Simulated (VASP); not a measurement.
Data:

```
CELL_PARAMETERS angstrom
      0.00000     2.75190     2.75190
      2.75190     0.00000     2.75190
      2.75190     2.75190     0.00000
ATOMIC_POSITIONS crystal
  Cd 0.00000 0.00000 0.00000
  F  0.25000 0.25000 0.25000
  F  0.75000 0.75000 0.75000
```

Level of theory: revPBE GGA, VASP's PBE PAW potentials (set 64) (plane waves; VASP). Settings: 520 eV cut-off, 7×7×7 Γ-centred mesh, Gaussian smearing of 0.050 eV, potentials Cd F.

Question: Give the stress tensor in GPa (positive for a compressed cell).

Answer: 
```
2.65  0.00  0.00
0.00  2.65  0.00
0.00  0.00  2.65
```
The pressure is its mean diagonal, 2.65 GPa.

The compound is CdF2 in the fluorite structure. This cell is one point of a volume scan, at 0.97 of the reference volume.
